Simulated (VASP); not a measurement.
Calculation: SCAN meta-GGA, VASP's PBE PAW potentials (set 64) (plane waves; VASP).

A VASP calculation is set up with these files.

File KPOINTS:
```
Automatic mesh
0
Gamma
12 12 12
0 0 0
```

INCAR:
```
SYSTEM = HfC
PREC = Accurate
ENCUT = 520
EDIFF = 1E-6
NELM = 100
ALGO = Normal
LREAL = .FALSE.
LASPH = .TRUE.
ISMEAR = 1
SIGMA = 0.1
METAGGA = SCAN
LMIXTAU = .TRUE.
LMAXMIX = 6
LWAVE = .FALSE.
LCHARG = .FALSE.
IBRION = 2
ISIF = 3
NSW = 60
EDIFFG = -0.01
```

**POSCAR**
```
HfC
1
    0.0000000000     2.3200000000     2.3200000000
    2.3200000000     0.0000000000     2.3200000000
    2.3200000000     2.3200000000     0.0000000000
Hf C
1 1
Direct
  0.0000000000   0.0000000000   0.0000000000
  0.5000000000   0.5000000000   0.5000000000
```

POTCAR, in this order: Hf_pv C (PBE.64 set). Program: vasp_std.

Unless said otherwise, spin-orbit coupling is left out, though it shifts the bands of the heavy elements here.

**Question.** What does the run give for the energy per atom (σ→0), volume per atom, band gap (on the k-mesh)?

**Answer.** 
energy per atom (σ→0): -37.479 eV/atom
band gap (on the k-mesh): none (metal, semimetal or under 0.01 eV)
volume per atom: 12.28 Å³/atom

**OSZICAR**
```
...
DAV:   4    -0.749582287253E+02   -0.44947E-03   -0.93556E-04  1890   0.383E-01    0.127E+00
DAV:   5    -0.749583266080E+02   -0.97883E-04   -0.19197E-03  1861   0.275E-01    0.581E-01
DAV:   6    -0.749582270646E+02    0.99543E-04   -0.17045E-03  1620   0.520E-01    0.725E-02
DAV:   7    -0.749585565635E+02   -0.32950E-03   -0.95615E-04  1608   0.380E-01    0.897E-02
DAV:   8    -0.749585500032E+02    0.65603E-05   -0.17087E-04  1620   0.166E-01    0.107E-02
DAV:   9    -0.749585585770E+02   -0.85738E-05   -0.16910E-05  1978   0.391E-02    0.111E-02
DAV:  10    -0.749585579763E+02    0.60075E-06   -0.85470E-06  1645   0.329E-02
   3 F= -.74958558E+02 E0= -.74958476E+02  d E =-.591536E-02
```

The compound is HfC in the rock salt structure. This run relaxes it. Symmetry was kept, so distortions that lower it aren't found.
